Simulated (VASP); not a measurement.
Energy against volume of SrCl₂ (fluorite). All values below come from MS2 meta-GGA, VASP's PBE PAW potentials (set 64) (plane waves; VASP). Settings: 520 eV cut-off, 6×6×6 Γ-centred mesh, Gaussian smearing of 0.050 eV, potentials Sr_sv Cl.

| V (Å³/atom) | E (eV/atom) |
|---|---|
| 26.859 | -7.83826 |
| 27.717 | -7.84885 |
| 28.574 | -7.85233 |
| 29.431 | -7.84981 |

Problem. Fit these four points and predict the energy of the run at 30.288 Å³/atom.

Solution. A cubic in V^(−2/3), the third-order Birch-Murnaghan form, passes through the four points with V0 = 28.62 Å³/atom and B0 = 37 GPa, and gives -7.8422 eV/atom there. The run gave -7.8422 eV/atom, +0.0 meV/atom from the fit; all five points give B0 = 37 GPa.

The compound is SrCl2 in the fluorite structure. It was relaxed first.
